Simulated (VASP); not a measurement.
All values below come from rev-vdW-DF2, VASP's PBE PAW potentials (set 64) (plane waves; VASP 6.6.1).

Input for VASP

INCAR:
```
! general
SYSTEM   = AuZn
PREC     = Accurate
ENCUT    = 520
LREAL    = F
LASPH    = T

! electronic loop
EDIFF    = 1E-7
NELM     = 100
ALGO     = Normal
LMAXMIX  = 6

! smearing
ISMEAR   = -5

! functional
GGA      = MK
LUSE_VDW = T
AGGAC    = 0.0
PARAM1   = 0.1234568
PARAM2   = 0.7114
ZAB_VDW  = -1.8867

! ions
ISIF     = 2

! output
LWAVE    = F
LCHARG   = T
LORBIT   = 11
NEDOS    = 601
```

File KPOINTS:
```
kpoints
0
gamma
  13 13 13
0 0 0
```

POSCAR:
```
AuZn
1
    3.1624599990    -0.0000000000    -0.0000000000
   -0.0000000000     3.1624599990    -0.0000000000
    0.0000000000     0.0000000000     3.1624599990
Zn Au
1 1
Direct
  0.5000000000   0.5000000000   0.5000000000
  0.0000000000   0.0000000000   0.0000000000
```

POTCAR, in this order: Zn Au (PBE.64 set). Program: vasp_std.

Output of the run:

**OUTCAR**
```
 ion  position               nearest neighbor table
   1  0.500  0.500  0.500-   2 2.74   2 2.74   2 2.74   2 2.74   2 2.74   2 2.74   2 2.74   2 2.74
  LATTYP: Found a simple cubic cell.
 ALAT       =     3.1624599990
 Subroutine PRICEL returns:
 Original cell was already a primitive cell.
 Subroutine GETGRP returns: Found 48 space group operations
The static configuration has the point symmetry O_h .
The dynamic configuration has the point symmetry O_h .
 Subroutine INISYM returns: Found 48 space group operations
 Subroutine IBZKPT returns following result:
 Found     84 irreducible k-points:

 Following reciprocal coordinates:
            Coordinates               Weight
  0.000000  0.000000  0.000000      1.000000
  0.076923  0.000000  0.000000      6.000000
  0.153846  0.000000  0.000000      6.000000
  0.230769  0.000000  0.000000      6.000000
  0.307692  0.000000  0.000000      6.000000
  0.384615  0.000000  0.000000      6.000000
  0.461538  0.000000  0.000000      6.000000
  0.076923  0.076923  0.000000     12.000000
  0.153846  0.076923  0.000000     24.000000
  0.230769  0.076923  0.000000     24.000000
...
```

File OSZICAR:
```
       N       E                     dE             d eps       ncg     rms          rms(c)
DAV:   1     0.133390830457E+03    0.13339E+03   -0.11885E+04  2544   0.198E+03
DAV:   2     0.413099146283E+01   -0.12926E+03   -0.12554E+03  2632   0.349E+02
DAV:   3    -0.274870133598E+00   -0.44059E+01   -0.43923E+01  3038   0.736E+01
DAV:   4    -0.301015581617E+00   -0.26145E-01   -0.26138E-01  2933   0.494E+00
DAV:   5    -0.301300582901E+00   -0.28500E-03   -0.28502E-03  3108   0.522E-01    0.819E+00
DAV:   6     0.141845670934E+00    0.44315E+00   -0.15780E+00  2611   0.148E+01    0.515E+00
DAV:   7     0.167199695546E+00    0.25354E-01   -0.34285E-02  3444   0.424E+00    0.277E+00
DAV:   8     0.175787794699E+00    0.85881E-02   -0.10416E-02  2978   0.122E+00    0.141E-01
DAV:   9     0.175762718401E+00   -0.25076E-04   -0.38817E-04  2774   0.246E-01    0.719E-02
DAV:  10     0.175753709805E+00   -0.90086E-05   -0.53745E-05  3161   0.138E-01    0.163E-02
DAV:  11     0.175755172203E+00    0.14624E-05   -0.14826E-05  2891   0.103E-01    0.387E-03
DAV:  12     0.175755162795E+00   -0.94087E-08   -0.37791E-07  2913   0.146E-02
   1 F= 0.17575516E+00 E0= 0.17575516E+00  d E =0.000000E+00
```

File OUTCAR:
```
------------------------ aborting loop because EDIFF is reached ----------------------------------------
  FORCE on cell =-STRESS in cart. coord.  units (eV):
  Direction    XX          YY          ZZ          XY          YZ          ZX
  --------------------------------------------------------------------------------------
  Total        0.0051695      0.0051695      0.0051695     -0.0000000     -0.0000000     -0.0000000
  in kB        0.2618682      0.2618682      0.2618682     -0.0000000     -0.0000000     -0.0000000
  external PRESSURE =       0.2618682 kB  Pullay stress =       0.0000000 kB
  volume of cell :       31.63
      direct lattice vectors                 reciprocal lattice vectors
     3.162459999  0.000000000  0.000000000     0.316209533  0.000000000  0.000000000
     0.000000000  3.162459999  0.000000000     0.000000000  0.316209533  0.000000000
     0.000000000  0.000000000  3.162459999     0.000000000  0.000000000  0.316209533
 POSITION                                       TOTAL-FORCE (eV/Angst)
 -----------------------------------------------------------------------------------
      1.58123      1.58123      1.58123         0.000000      0.000000      0.000000
      0.00000      0.00000      0.00000         0.000000      0.000000      0.000000
 -----------------------------------------------------------------------------------
    total drift:                                0.000000      0.000000     -0.000000
  FREE ENERGIE OF THE ION-ELECTRON SYSTEM (eV)
  ---------------------------------------------------
  free  energy   TOTEN  =         0.1757551628 eV

  energy  without entropy=        0.1757551628  energy(sigma->0) =        0.17575516

 total charge

# of ion       s       p       d       tot
------------------------------------------
    1        0.531   0.439   9.775  10.745
    2        0.620   0.380   8.713   9.713
--------------------------------------------------
tot          1.152   0.820  18.487  20.458
```
(Selected blocks of OUTCAR.)

For a metal the tetrahedron method with Blöchl corrections gives inexact stress and forces.

The compound is AuZn in the CsCl type structure. It was relaxed first. The electron count is odd and the run is not spin-polarised, which forces a metal.
